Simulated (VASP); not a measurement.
```xyz
4
Lattice="1.2332 -2.1359 0.0000 1.2332 2.1359 0.0000 0.0000 0.0000 6.7044" Properties=species:S:1:pos:R:3 pbc="T T T"
C      0.0000     0.0000     1.6761
C      0.0000     0.0000     5.0283
C      1.2332     0.7120     1.6761
C      1.2332    -0.7120     5.0283
```

Computed with optB88-vdW, VASP's PBE PAW potentials (set 64) (plane waves; VASP). Settings: 520 eV cut-off, Gaussian smearing of 0.050 eV, potentials C.

Task: Give the energies of bands 3 to 10 at the high-symmetry points, in eV from the Fermi level.

Result: 
| band | Γ | M | K | A | L | H |
|---|---|---|---|---|---|---|
| 3 | -8.51 | -13.18 | -12.53 | -7.60 | -13.15 | -12.53 |
| 4 | -6.49 | -13.10 | -12.44 | -7.60 | -13.15 | -12.53 |
| 5 | -3.11 | -6.45 | -10.47 | -3.10 | -6.42 | -10.48 |
| 6 | -3.11 | -6.40 | -10.47 | -3.10 | -6.42 | -10.48 |
| 7 | -3.10 | -2.77 | -0.65 | -3.10 | -2.34 | 0.00 |
| 8 | -3.10 | -2.06 | -0.02 | -3.10 | -2.34 | 0.00 |
| 9 | 4.09 | 1.51 | -0.02 | 6.77 | 1.65 | 0.02 |
| 10 | 8.36 | 2.20 | 0.74 | 6.77 | 1.65 | 0.02 |

It has no gap at this level: it comes out as a metal or semimetal.

The compound is C in the graphite structure. It was relaxed first.
